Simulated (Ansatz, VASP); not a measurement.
# Ga (alpha-Ga (Cmce)) in two plane-wave programs

Aim: how closely do two programs agree when they are given the same cell, functional and k mesh? The two relaxations start from unlike cells of this crystal (the structure described is Ansatz's start), so only their ends are compared.

Method: plane waves, with VASP 6.6.1 beside it; relaxation of cell and atoms at r2SCAN, in Ansatz 0.2.0.

### 1. Set-up

It takes space group Cmce (No. 64, orthorhombic). Conventional cell: a = 4.523 Å, b = 7.661 Å, c = 4.524 Å, α = 90.00°, β = 90.00°, γ = 90.00°. Nearest to Ga lie 5 Ga at 2.48 to 2.73 Å.

Structure file:

```xyz
4
Lattice="2.2615 -3.8305 0.0000 2.2615 3.8305 0.0000 0.0000 0.0000 4.5240" Properties=species:S:1:pos:R:3 pbc="T T T"
Ga    2.2615   -2.6438    0.3664
Ga    2.2615   -1.1867    2.6284
Ga    2.2615    2.6438    4.1576
Ga    2.2615    1.1867    1.8956
```

### 2. VASP: relaxation of cell and atoms, r2SCAN

The relaxed volume is the usual yardstick between codes: in a stiff, nearly cubic crystal its relative difference is about their pressure difference at one cell divided by the bulk modulus.

Lines of VASP's logs that name or quote its potential files are left out, and so is its time.

INCAR reads:

```
SYSTEM = Ga
PREC = Accurate
ENCUT = 550
EDIFF = 1E-07
NELM = 120
ISMEAR = -1
SIGMA = 0.05
LREAL = .FALSE.
ALGO = Normal
METAGGA = R2SCAN
LASPH = .TRUE.
NBANDS = 32
LORBIT = 11
LWAVE = .FALSE.
LCHARG = .FALSE.
ISIF = 3
IBRION = 2
NSW = 80
EDIFFG = -0.005
GGA_COMPAT = .FALSE.
NELMIN = 4
LMIXTAU = .TRUE.
KPAR = 2
```

POSCAR reads:

```
Ga
1.0
    2.2391808237     -3.7976701608      0.0000000000
    2.2391808237      3.7976701608      0.0000000000
    0.0000000000      0.0000000000      4.5195060454
Ga
4
Direct
    0.8441682079      0.1558317921      0.0854208206
    0.6558317921      0.3441682079      0.5854208206
    0.1558317921      0.8441682079      0.9145791794
    0.3441682079      0.6558317921      0.4145791794
```

KPOINTS reads:

```
Automatic mesh
0
Gamma
10 10 9
0 0 0
```

Potentials, in the order of the species: Ga_d (PBE family, release 64).

On the command line:

```console
$ mpirun -np 2 vasp_std
```

Numbers of over 12 decimals in the logs are rounded to 6 here.

The program printed:

```text
[banner, memory and clock lines left out]
running    2 mpi-ranks, on    1 nodes
 distrk:  each k-point on    1 cores,    2 groups
 distr:  one band on    1 cores,    1 groups

 POSCAR found type information on POSCAR Ga
 POSCAR found :  1 types and       4 ions
|                                                                             |
|               ----> ADVICE to this user running VASP <----                  |
|                                                                             |
|     You enforced a specific xc type in the INCAR file but a different       |
|     [... a line on the potential file left out ...]
|     I HOPE YOU KNOW WHAT YOU ARE DOING!                                     |
|                                                                             |

 LDA part: xc-table for (None), standard interpolation
 POSCAR, INCAR and KPOINTS ok, starting setup
 FFT: planning ... GRIDC
 FFT: planning ... GRID_SOFT
 FFT: planning ... GRID
 WAVECAR not read
 entering main loop
       N       E                     dE             d eps       ncg     rms          rms(c)
DAV:   1     0.332057456352E+03    0.33206E+03   -0.27634E+04 10168   0.329E+03
DAV:   2    -0.727500505239E+01   -0.33933E+03   -0.33262E+03 10240   0.590E+02
DAV:   3    -0.493605619376E+02   -0.42086E+02   -0.41718E+02 11320   0.158E+02
DAV:   4    -0.505618270653E+02   -0.12013E+01   -0.11967E+01 11176   0.311E+01
DAV:   5    -0.505871062451E+02   -0.25279E-01   -0.25277E-01 12176   0.455E+00    0.256E+00
DAV:   6    -0.462962275141E+02    0.42909E+01   -0.14357E+00 12024   0.169E+01    0.140E+00
DAV:   7    -0.446590472850E+02    0.16372E+01   -0.60678E-01 11240   0.686E+00    0.754E-01
DAV:   8    -0.457470430971E+02   -0.10880E+01   -0.47138E-01 10096   0.460E+00    0.297E-01
DAV:   9    -0.457541318785E+02   -0.70888E-02   -0.68300E-02 10688   0.172E+00    0.121E-01
DAV:  10    -0.457621505110E+02   -0.80186E-02   -0.20967E-02 11424   0.140E+00    0.718E-02
DAV:  11    -0.457597103468E+02    0.24402E-02   -0.15227E-02 10472   0.815E-01    0.779E-02
DAV:  12    -0.457648980245E+02   -0.51877E-02   -0.21758E-03 10432   0.342E-01    0.494E-02
DAV:  13    -0.457671226587E+02   -0.22246E-02   -0.11346E-03 10976   0.206E-01    0.220E-02
DAV:  14    -0.457675822994E+02   -0.45964E-03   -0.31769E-04 11080   0.168E-01    0.707E-03
DAV:  15    -0.457676395820E+02   -0.57283E-04   -0.46144E-05 11232   0.511E-02    0.414E-03
DAV:  16    -0.457676606895E+02   -0.21108E-04   -0.24920E-05 11112   0.355E-02    0.228E-03
DAV:  17    -0.457676632166E+02   -0.25271E-05   -0.17323E-06 11232   0.134E-02    0.129E-03
DAV:  18    -0.457676648707E+02   -0.16541E-05   -0.10629E-06  8320   0.727E-03    0.751E-04
DAV:  19    -0.457676648070E+02    0.63672E-07   -0.81342E-07  8056   0.758E-03
   1 F= -.45767665E+02 E0= -.45764485E+02  d E =-.457677E+02
 curvature:   0.00 expect dE= 0.000E+00 dE for cont linesearch  0.000E+00
 trial: gam= 0.00000 g(F)=  0.291E-05 g(S)=  0.141E-04 ort = 0.000E+00 (trialstep = 0.100E+01)
 search vector abs. value=  0.170E-04
 bond charge predicted
       N       E                     dE             d eps       ncg     rms          rms(c)
DAV:   1    -0.457678635708E+02   -0.19870E-03   -0.33728E-03 11896   0.709E-01    0.871E-02
DAV:   2    -0.457676940917E+02    0.16948E-03   -0.46553E-04 12240   0.293E-01    0.406E-02
DAV:   3    -0.457676399249E+02    0.54167E-04   -0.57714E-05 12464   0.963E-02    0.924E-03
DAV:   4    -0.457676384137E+02    0.15112E-05   -0.27901E-05 10448   0.460E-02    0.139E-03
DAV:   5    -0.457676441956E+02   -0.57819E-05   -0.41084E-06 11056   0.152E-02    0.844E-04
DAV:   6    -0.457676462632E+02   -0.20676E-05   -0.80804E-07  8520   0.573E-03    0.547E-04
DAV:   7    -0.457676470436E+02   -0.78039E-06   -0.21475E-07  7912   0.300E-03    0.170E-04
DAV:   8    -0.457676473119E+02   -0.26831E-06   -0.29654E-08  5384   0.185E-03    0.119E-04
DAV:   9    -0.457676477754E+02   -0.46345E-06   -0.16699E-08  5288   0.116E-03    0.424E-05
DAV:  10    -0.457676478272E+02   -0.51865E-07   -0.51716E-09  5160   0.777E-04
   2 F= -.45767648E+02 E0= -.45764468E+02  d E =0.169798E-04
 trial-energy change:    0.000017  1 .order   -0.000005   -0.000017    0.000007
 step:   0.7048(harm=  0.7048)  dis= 0.00011  next Energy=   -45.767671 (dE=-0.599E-05)
 reached required accuracy - stopping structural energy minimisation
```

Parts of OUTCAR (step 2):

```text
ion  position               nearest neighbor table
   1  0.844  0.156  0.085-   3 2.49   2 2.67   2 2.67   4 2.69   4 2.69   3 2.77   3 2.77
   2  0.656  0.344  0.585-   4 2.49   1 2.67   1 2.67   3 2.69   3 2.69   4 2.77   4 2.77
   3  0.156  0.844  0.915-   1 2.49   4 2.67   4 2.67   2 2.69   2 2.69   1 2.77   1 2.77
   4  0.344  0.656  0.415-   2 2.49   3 2.67   3 2.67   1 2.69   1 2.69   2 2.77   2 2.77

  LATTYP: Found a base centered orthorhombic cell.
 ALAT       =     4.4783616474
 B/A-ratio  =     1.6960087013
 C/A-ratio  =     1.0091873773

 Subroutine GETGRP returns: Found  8 space group operations
 (whereof  4 operations were pure point group operations)

The static configuration has the point symmetry C_2h.
 The point group associated with its full space group is D_2h.

 Found    155 irreducible k-points:

   k-points           NKPTS =    155   k-points in BZ     NKDIM =    155   number of bands    NBANDS=     32

   dimension x,y,z NGX =    36 NGY =   36 NGZ =   36
   dimension x,y,z NGXF=    72 NGYF=   72 NGZF=   72

   ENCUT  =  550.0 eV  40.42 Ry    6.36 a.u.   8.43  8.43  8.64*2*pi/ulx,y,z

   NELECT =      52.0000    total number of electrons

 k-points in reciprocal lattice and weights: Automatic mesh
   0.00000000  0.00000000  0.00000000       0.001
   0.10000000 -0.00000000  0.00000000       0.004
   0.20000000 -0.00000000  0.00000000       0.004
   0.30000000  0.00000000  0.00000000       0.004
   0.40000000  0.00000000  0.00000000       0.004
   0.50000000  0.00000000  0.00000000       0.002
   0.10000000  0.10000000  0.00000000       0.002
   0.20000000  0.10000000  0.00000000       0.004
   0.30000000  0.10000000  0.00000000       0.004
[...]
-0.40000000  0.40000000  0.44444444       0.004
   0.50000000  0.50000000  0.44444444       0.002

 average (electrostatic) potential at core
       1 -70.1053       2 -70.1053       3 -70.1053       4 -70.1053

 E-fermi :   5.0605

 k-point     1 :       0.0000    0.0000    0.0000
  band No.  band energies     occupation
    ...
     22       0.6287      2.00000
     23       1.0428      2.00000
     24       3.1683      2.00000
     25       3.4820      2.00000
     26       4.2513      2.00000
     27       6.0389      0.00000
     28       6.2238      0.00000
     29       6.3304      0.00000
     30      10.6147      0.00000
     31      10.7751      0.00000
    ...

 k-point     2 :       0.1000   -0.0000    0.0000
  band No.  band energies     occupation
    ...
     23       1.1113      2.00000
     24       1.7670      2.00000
     25       3.9563      2.00000
     26       4.9385      1.83957
     27       4.9551      1.78354
     28       6.8028      0.00000
     29       7.6323      0.00000
     30       9.8405      0.00000
     31      10.0214      0.00000
     32      11.7730      0.00000

 k-point     3 :       0.2000   -0.0000    0.0000
  band No.  band energies     occupation
    ...
     22      -0.1566      2.00000
     23       1.1007      2.00000
     24       1.2886      2.00000
     25       3.4956      2.00000
     26       4.1312      2.00000
     27       6.5099      0.00000
     28       7.6873      0.00000
     29       8.4464      0.00000
     30       8.6296      0.00000
     31       9.7529      0.00000
    ...

  Total       -0.0112985     -0.0102365     -0.0115976      0.0000000      0.0000000      0.0000000
  in kB       -0.2353703     -0.2132469     -0.2416019      0.0000000      0.0000000      0.0000000
  external PRESSURE =      -0.2300730 kB  Pullay stress =       0.0000000 kB

  energy-cutoff  :      550.00
  volume of cell :       76.91
      direct lattice vectors                 reciprocal lattice vectors
     2.239832782 -3.797656431 -0.000000000     0.223230950 -0.131660146  0.000000000
     2.239832782  3.797656431  0.000000000     0.223230950  0.131660146 -0.000000000
     0.000000000  0.000000000  4.520825280     0.000000000 -0.000000000  0.221198551

 POSITION                                       TOTAL-FORCE (eV/Angst)
 -----------------------------------------------------------------------------------
      2.23983     -2.61422      0.38606         0.000000      0.001297     -0.000721
      2.23983     -1.18344      2.64648         0.000000     -0.001297     -0.000721
      2.23983      2.61422      4.13476         0.000000     -0.001297      0.000721
      2.23983      1.18344      1.87435         0.000000      0.001297      0.000721
 -----------------------------------------------------------------------------------
    total drift:                                0.000000      0.000000      0.000000

  FREE ENERGIE OF THE ION-ELECTRON SYSTEM (eV)
  ---------------------------------------------------
  free  energy   TOTEN  =       -45.7676478272 eV

  energy  without entropy=      -45.7612884910  energy(sigma->0) =      -45.76446816

 reached required accuracy - stopping structural energy minimisation

 total charge
# of ion       s       p       d       tot
------------------------------------------
    1        0.919   0.741   9.959  11.619
    2        0.919   0.741   9.959  11.619
    3        0.919   0.741   9.959  11.619
    4        0.919   0.741   9.959  11.619
--------------------------------------------------
tot          3.678   2.962  39.837  46.478

[... 3 further parts left out ...]
```

CONTCAR:

```
Ga
   1.00000000000000
     2.2398327820637460   -3.7976564312456307   -0.0000000000000000
     2.2398327820637460    3.7976564312456307    0.0000000000000000
     0.0000000000000000    0.0000000000000000    4.5208252802927253
  Ga
     4
Direct
     0.8441883669494232    0.1558116330505768    0.0853969938908745
     0.6558116330505768    0.3441883669494232    0.5853969938908745
     0.1558116330505768    0.8441883669494232    0.9146030061091255
     0.3441883669494232    0.6558116330505768    0.4146030061091255
```

### 3. Ansatz: relaxation of cell and atoms, r2SCAN

Ansatz runs on its PAW soft_1 files.

Its own start cell and the same functional, mesh and smearing now go to Ansatz.

input.yaml reads:

```yaml
crystal:
  lattice:
    - [2.2615, -3.8305, 0.0]
    - [2.2615, 3.8305, 0.0]
    - [0.0, 0.0, 4.524]
  atoms:
    - { symbol: Ga, position: [0.8451, 0.1549, 0.081] }
    - { symbol: Ga, position: [0.6549, 0.3451, 0.581] }
    - { symbol: Ga, position: [0.1549, 0.8451, 0.919] }
    - { symbol: Ga, position: [0.3451, 0.6549, 0.419] }
basis:
  ecutwfc: 500
  xc_grid: 2
hamiltonian:
  xc: r2scan
  pseudopotentials: { kind: paw, azcp: { folder: soft_1 } }
kpoints:
  mp_grid: { grid: [10, 10, 9] }
scf:
  occupations: { method: fermi_dirac, width: 0.05 }
  max_iter: 150
output:
  forces: true
  stress: true
relax:
  f_tol: 0.01
  max_steps: 60
  cell: {}
checkpoint:
  write: "../Ga.r2scan.run"
  compress: false
  write_wavefunctions: false
  write_every: 100000
```

On the command line:

```console
$ ansatz run input.yaml --threads 8 --pin off --max-ram 13189MiB --backend cpu --events-out ev --progress --plain --runs-dir out
```

The program printed:

```text
Engine: ansatz 0.2.0, x86_64-unknown-linux-gnu
Pseudopotentials: kind: paw
Pseudopotential: Ga, paw, valence charge 13, recommended cutoff 500 eV (meta_gga), soft_1/Ga.paw.azcp
Functional definition: r2SCAN
  parameter k0 = 0.174
  parameter k1 = 0.065
  parameter a1 = 4.9479
  exchange = r2scan_x(k0 = k0, k1 = k1, a1 = a1)
  correlation = r2scan_c
Crystal: 4 atoms, lattice volume = 78.380 Å³
Basis set: ecut = 500 eV, 1997 PW (Γ), exchange–correlation on 72×72×72 points (8 copies of the dense FFT grid, shifted against one another)
Bands: 32, of which v1, the nominal top of the filled ones, is band 26 counted from 1 (25 counted from 0)
Symmetry: 8 space group operations
Space group: Cmce (ITA 64), of the structure as read, at distance tolerance 4.3e-5 Å
k-points: 155 of 900
Non-local potential: Ga, projectors of the file, l = 0: 2, l = 1: 2, l = 2: 3, l = 3: 1
PAW form: soft (Blöchl's): semilocal exchange-correlation on the pseudo side does not see the compensation charge
PAW frozen core: Ga, regenerated for the run's functional (the file was generated under x = pbe(κ = 0.804, μ = 0.219515), c = pbe(β = 0.066725))
PAW one-centre angular grid: Ga, 590 points (default); XC on 160 Gauss nodes
Initial density: superposition of atomic densities (chi_scale 0.1, normalization cell)
Initial wavefunctions: pseudopotential atomic-orbital guess
Functional: x = r2scan, c = r2scan; τ floored in thin density (d = 2e-4 eV/Å³)
iter 1 solved again at ethr=7.65e-4 eV; its pass at ethr=3.10e-3 eV (dr2=3.98e-1 eV) is discarded
SCF iter   1: F=—  HF=-15160.744476 eV  |F-HF|=—  |Δ(HF+E_count)|=         —  Δρ=3.34e-2  dr2=3.99e-1  dr2_τ=5.62e-3  ethr=7.65e-4  ⟨swp⟩=1.1  Hψ=23874  notcnv=0
preconditioner: auto → Kerker (q_TF=auto, 2.548 Å⁻¹)  [metal: Δε(μ)=0.038 eV  Ē_g=16.480 eV  σ=0.050 eV  W_gap=0.18  n_scr=20 (ndim 8)  ℏωp=30.2 eV  f_vac=0.000  D(μ)=0.81/eV (n_scr^D=0)]
SCF iter   2: F=—  HF=-15160.974601 eV  |F-HF|=—  |Δ(HF+E_count)|=   2.30e-1  Δρ=2.40e-2  dr2=2.03e-1  dr2_τ=2.84e-3  ethr=7.65e-4  ⟨swp⟩=3.0  Hψ=9880  notcnv=0
SCF iter   3: F=—  HF=-15161.083092 eV  |F-HF|=—  |Δ(HF+E_count)|=   1.08e-1  Δρ=4.30e-3  dr2=1.18e-2  dr2_τ=2.58e-4  ethr=3.90e-4  ⟨swp⟩=2.0  Hψ=9923  notcnv=0
SCF iter   4: F=—  HF=-15161.072276 eV  |F-HF|=—  |Δ(HF+E_count)|=   1.08e-2  Δρ=2.13e-3  dr2=4.94e-3  dr2_τ=2.16e-5  ethr=2.27e-5  ⟨swp⟩=2.0  Hψ=9935  notcnv=0  defer=1
SCF iter   5: F=—  HF=-15161.074000 eV  |F-HF|=—  |Δ(HF+E_count)|=   1.72e-3  Δρ=9.60e-4  dr2=1.22e-3  dr2_τ=3.46e-6  ethr=9.51e-6  ⟨swp⟩=2.0  Hψ=9821  notcnv=0  defer=1
SCF iter   6: F=—  HF=-15161.074086 eV  |F-HF|=—  |Δ(HF+E_count)|=   8.60e-5  Δρ=2.27e-4  dr2=3.80e-5  dr2_τ=1.76e-7  ethr=2.35e-6  ⟨swp⟩=2.0  Hψ=5896  notcnv=0  defer=1
SCF iter   7: F=—  HF=-15161.074107 eV  |F-HF|=—  |Δ(HF+E_count)|=   2.07e-5  Δρ=6.63e-5  dr2=2.86e-6  dr2_τ=1.88e-8  ethr=7.31e-8  ⟨swp⟩=2.0  Hψ=5896  notcnv=0  defer=1
SCF iter   8: F=-15161.074107 eV  HF=-15161.074107 eV  |F-HF|=5.32e-8  |Δ(HF+E_count)|=   1.15e-7  Δρ=1.06e-5  dr2=4.97e-8  dr2_τ=5.40e-10  ethr=1.92e-10  ⟨swp⟩=3.5  Hψ=21408  notcnv=0
SCF 1 converged in 8 iterations: F = -15161.074107 eV  dr2 = 4.97e-8
  greatest PAW one-centre occupation: 0.993 electrons in one spin orbital (limit 2), on the Ga atom at site 3 (counted from 0), in its partial waves of l = 2
relax step   1: F+E_penalty+E_count = -15161.07410725 eV  Δ(F+E_penalty+E_count) = +0.000e0 eV  max|allowed force component| = 1.458e-1 eV/Å  Δτ_max = 0.0000 Å  P = -1.145 GPa  Ω = 78.380 Å³  (8 SCF iters, dr2 threshold 1.00e-7 eV, accepted)
[...]
relax step   3: F+E_penalty+E_count = -15161.08482876 eV  Δ(F+E_penalty+E_count) = -9.973e-4 eV  max|allowed force component| = 1.279e-2 eV/Å  Δτ_max = 0.0038 Å  P = +0.040 GPa  Ω = 76.888 Å³  energy of the carried Pulay correction = +6.020e-4 eV  (5 SCF iters, dr2 threshold 4.00e-7 eV, accepted)
[...]
relax step   4: F+E_penalty+E_count = -15161.08500186 eV  Δ(F+E_penalty+E_count) = -1.731e-4 eV  max|allowed force component| = 7.803e-3 eV/Å  Δτ_max = 0.0024 Å  P = +0.015 GPa  Ω = 76.899 Å³  energy of the carried Pulay correction = +5.974e-4 eV  (5 SCF iters, dr2 threshold 4.13e-8 eV, accepted)
[...]
relax step   5: F+E_penalty+E_count = -15161.08507098 eV  Δ(F+E_penalty+E_count) = -6.912e-5 eV  max|allowed force component| = 1.112e-3 eV/Å  Δτ_max = 0.0035 Å  P = -0.001 GPa  Ω = 76.906 Å³  energy of the carried Pulay correction = +5.944e-4 eV  (5 SCF iters, dr2 threshold 1.26e-8 eV, accepted)
[...]
relax step   6: F+E_penalty+E_count = -15161.08451854 eV  Δ(F+E_penalty+E_count) = +5.524e-4 eV  max|allowed force component| = 1.172e-3 eV/Å  Δτ_max = 0.0000 Å  P = -0.008 GPa  Ω = 76.906 Å³  stress off target by 2.79e-2 GPa  SCF on the basis re-selected at this cell (its energy is not comparable with the rows above)  (7 SCF iters)
basis re-selected at this cell: Δ(F+E_penalty+E_count) = +5.524e-4 eV, ΔP = -0.006 GPa vs the last step (what re-selecting the basis moved, of the pressure what is left beyond the Pulay correction that the steps carried, after the strain that the cell walked since its last selection, with what the two solves' SCF thresholds leave and, on support functions, any second-order correction that the steps lacked; it is no m [...]
SCF converged after 7 iterations
Free energy (F): -15161.084519 eV
Harris-Foulkes:  -15161.084519 eV  (|F-HF|=3.64e-12)
Internal energy: -15161.078215 eV  (E = F + TS)
E sigma→0 (E₀):  -15161.081367 eV
Entropy (-TS):   -0.006304 eV (-1.576 meV/atom)
Fermi energy:    9.160313 eV
--- Per-component energies (eV) ---
  E_band       = -197.415979
  E_kinetic    = 443.263299
  E_local      = -5467.333840  (includes V_loc(G=0)·N_el)
  E_nonlocal   = -373.121558
  E_hartree    = 3540.503996
  E_xc         = -229.962878
  E_vxc        = -231.260192  (∫ρ·V_xc dr)
  E_paw        = -8011.908980  (= ΣΔE_a)
  E_vpaw       = -1662.642870  (= ΣTr[D̂ρ^β])
  E_aug_tail   = 0.000140  (compensation charges beyond the density's cutoff)
  E_vtau       = 12.670949  (kinetic-family band-sum trace: ∫τ·v_τ [+ j·A + Jᵃ·Aᵃ] dr)
  E_ewald      = -5059.906133
  E_core_change = -2.612261  (= ΣΔE_core)
  E_smearing   = -0.006304  (= −TS)
  E_closure    = 0.000000  (closes the sum)
  Σ components = -15161.084519   (vs F -15161.084519, Δ=0.00e0)
--- Forces (eV/Å), atoms counted from 1 ---
  atom   1  Ga     0.00000000    -0.00117241    -0.00037893
  atom   2  Ga    -0.00000000     0.00117241    -0.00037893
  atom   3  Ga    -0.00000000     0.00117241     0.00037893
  atom   4  Ga     0.00000000    -0.00117241     0.00037893
  max |Σ_I F_I| component: 1.73e-18 eV/Å
--- Stress (GPa, compression-positive) ---
        0.004006       0.000000       0.000000
        0.000000       0.001227       0.000000
        0.000000       0.000000      -0.027863
  P = ⅓ Tr σ = -0.0075 GPa (-0.075 kbar)
--- Relaxed structure (5 steps of the walk, 5 accepted, 1 SCFs on fresh bases) ---
  F+E_penalty+E_count = -15161.08451854 eV   max|allowed force component| = 1.172e-3 eV/Å   (the final SCF, on the basis selected at the relaxed cell)
  cell:  # Å, volume = 76.9064 Å³
    - [2.237042, -3.796899, 0]
    - [2.237042, 3.796899, 0]
    - [0, 0, 4.527196]
  atoms:
    - { symbol: Ga, position: [0.844060, 0.155940, 0.084680] }
    - { symbol: Ga, position: [0.655940, 0.344060, 0.584680] }
    - { symbol: Ga, position: [0.155940, 0.844060, 0.915320] }
    - { symbol: Ga, position: [0.344060, 0.655940, 0.415320] }
```

### 4. Comparison

Known differences besides the potentials themselves: VASP keeps PBE cores, Ansatz makes them for the functional; the cutoff is 500 eV in Ansatz and 550 eV in VASP; Ansatz adds a Pulay correction to the stress that steers its cell, VASP none. Total energies have different zeros and are not compared.

Both answers:

```
                                         quantity  Ansatz   VASP  difference
                                      volume (Å³)   76.91  76.91     +0.00 %
edge a after relaxation, in the typed setting (Å)   4.407  4.409     -0.05 %
edge c after relaxation, in the typed setting (Å)   4.527  4.521     +0.14 %
```

### 5. Outcome

```
difference in edge c after relaxation, in the typed setting (relaxation of cell and atoms, r2SCAN) : 0.14 %
```

What this shows: The difference in edge c after relaxation, in the typed setting is 0.14 % (relaxation of cell and atoms, r2SCAN), within the 1.2 % picked in this series as the mark of a large difference, as far as the stopping tolerances let one tell. Such differences can come from data sets, numerical settings and the points named under the comparisons, not from the functional's error against experiment.

[Lines on the potential files, build, host, timing and source positions are cut from VASP's logs without a mark.]

[Logs are printed without paths, hosts, clocks, repeated set-up lines and the standing remarks that a program may print on its own settings, such as how far it seeks lower states.]

[Hosts, paths, dates, database ids (printed as entryN), source tags and the programs' standing remarks are cut or masked in the printed files.]
